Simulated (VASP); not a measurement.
Computed with r2SCAN meta-GGA, VASP's PBE PAW potentials (set 64) (plane waves; VASP 6.6.1).

VASP ran on this input.

**INCAR**
```
EDIFF = 1E-5
LCHARG = .FALSE.
LASPH = .TRUE.   # aspherical one-centre terms
EDIFFG = -0.03
LMIXTAU = .TRUE.
IBRION = 2   # conjugate gradients
PREC = Normal
SYSTEM = BP
ISIF = 2   # forces and stress, cell fixed
LWAVE = .FALSE.
ALGO = Normal
NELM = 100
ENCUT = 450
SIGMA = 0.05   # width (eV)
NELMIN = 4
NSW = 20
METAGGA = R2SCAN
LREAL = .FALSE.   # projection in real space or not
ISMEAR = 0
```

KPOINTS:
```
K-points
0
Gamma
11 11 11
0 0 0
```

### POSCAR
```
BP
1
    0.0000000000     2.2659775305     2.2659775305
    2.2659775305     0.0000000000     2.2659775305
    2.2659775305     2.2659775305     0.0000000000
B P
1 1
Direct
  0.0000000000   0.0000000000   0.0000000000
  0.7500000000   0.7500000000   0.7500000000
```

POTCAR, in this order: B P (PBE.64 set). Program: vasp_std.

Output of the run:

OSZICAR:
```
       N       E                     dE             d eps       ncg     rms          rms(c)
DAV:   1     0.228534458389E+01    0.22853E+01   -0.38720E+03   896   0.822E+02
DAV:   2    -0.189506670733E+02   -0.21236E+02   -0.20397E+02  1440   0.106E+02
DAV:   3    -0.191787933541E+02   -0.22813E+00   -0.22813E+00   976   0.143E+01
DAV:   4    -0.191794961377E+02   -0.70278E-03   -0.70278E-03  1496   0.775E-01
DAV:   5    -0.191794962722E+02   -0.13452E-06   -0.13452E-06   984   0.106E-02    0.797E+00
DAV:   6    -0.172818397890E+02    0.18977E+01   -0.12949E+00  1328   0.806E+00    0.489E+00
DAV:   7    -0.171662446074E+02    0.11560E+00   -0.46904E-01   912   0.473E+00    0.123E+00
DAV:   8    -0.171743946307E+02   -0.81500E-02   -0.22005E-01  1008   0.456E+00    0.547E-01
DAV:   9    -0.172745554725E+02   -0.10016E+00   -0.15321E-02  1072   0.118E+00    0.330E-01
DAV:  10    -0.172795967225E+02   -0.50412E-02   -0.56663E-04  1272   0.239E-01    0.305E-01
DAV:  11    -0.173087467055E+02   -0.29150E-01   -0.70888E-03   896   0.985E-01    0.655E-02
DAV:  12    -0.173099662918E+02   -0.12196E-02   -0.31803E-03  1280   0.578E-01    0.539E-02
DAV:  13    -0.173101324939E+02   -0.16620E-03   -0.12372E-04   944   0.125E-01    0.233E-02
DAV:  14    -0.173101895649E+02   -0.57071E-04   -0.15325E-05  1136   0.472E-02    0.249E-02
DAV:  15    -0.173102227044E+02   -0.33140E-04   -0.68985E-05   896   0.660E-02    0.630E-03
DAV:  16    -0.173102373111E+02   -0.14607E-04   -0.49391E-06   448   0.274E-02    0.213E-03
DAV:  17    -0.173102366237E+02    0.68743E-06   -0.26166E-07   448   0.597E-03
   1 F= -.17310237E+02 E0= -.17310237E+02  d E =-.173102E+02
```

File OUTCAR:
```
------------------------ aborting loop because EDIFF is reached ----------------------------------------
  FORCE on cell =-STRESS in cart. coord.  units (eV):
  Direction    XX          YY          ZZ          XY          YZ          ZX
  --------------------------------------------------------------------------------------
  Total        0.0074212      0.0074212      0.0074212      0.0000000      0.0000000      0.0000000
  in kB        0.5109622      0.5109622      0.5109622      0.0000000      0.0000000      0.0000000
  external PRESSURE =       0.5109622 kB  Pullay stress =       0.0000000 kB
  volume of cell :       23.27
      direct lattice vectors                 reciprocal lattice vectors
     0.000000000  2.265977530  2.265977530    -0.220655321  0.220655321  0.220655321
     2.265977530  0.000000000  2.265977530     0.220655321 -0.220655321  0.220655321
     2.265977530  2.265977530  0.000000000     0.220655321  0.220655321 -0.220655321
  FREE ENERGIE OF THE ION-ELECTRON SYSTEM (eV)
  ---------------------------------------------------
  free  energy   TOTEN  =       -17.3102366237 eV

  energy  without entropy=      -17.3102366237  energy(sigma->0) =      -17.31023662

 reached required accuracy - stopping structural energy minimisation
```
(Selected blocks of OUTCAR.)

### OUTCAR
```
 val. band max:        7.4372393858   @ k =   0.0000   0.0000   0.0000

 cond. band min:       8.9088293832   @ k =   0.4545   0.4545   0.0000


 Fermi energy:         7.7317665692

 k-point     1 :       0.0000    0.0000    0.0000
  band No.  band energies     occupation
      1      -8.8596      2.00000
      2       7.4372      2.00000
      3       7.4372      2.00000
      4       7.4372      2.00000
      5      11.0828      0.00000
      6      11.0828      0.00000
      7      11.0828      0.00000
      8      15.5117      0.00000

 k-point     2 :       0.0909    0.0000    0.0000
  band No.  band energies     occupation
      1      -8.7025      2.00000
      2       6.2636      2.00000
      3       7.1723      2.00000
      4       7.1723      2.00000
      5      11.4515      0.00000
      6      11.4515      0.00000
      7      11.5260      0.00000
      8      15.9593      0.00000

 k-point     3 :       0.1818    0.0000    0.0000
  band No.  band energies     occupation
      1      -8.2360      2.00000
      2       4.0590      2.00000
      3       6.6387      2.00000
      4       6.6388      2.00000
      5      11.8245      0.00000
      6      12.1628      0.00000
      7      12.1628      0.00000
      8      17.0521      0.00000

 k-point     4 :       0.2727    0.0000    0.0000
  band No.  band energies     occupation
      1      -7.4795      2.00000
      2       1.7629      2.00000
      3       6.1348      2.00000
      4       6.1348      2.00000
      5      11.7905      0.00000
      6      12.5969      0.00000
      7      12.5969      0.00000
      8      18.0686      0.00000

 k-point     5 :       0.3636    0.0000    0.0000
  band No.  band energies     occupation
      1      -6.4941      2.00000
      2      -0.3167      2.00000
      3       5.7743      2.00000
      4       5.7743      2.00000
      5      11.6814      0.00000
      6      12.6005      0.00000
      7      12.6005      0.00000
...
```

At this cut-off the stress carries a Pulay error, which pulls relaxed volumes low.

The compound is BP in the zinc blende structure. It was relaxed first.
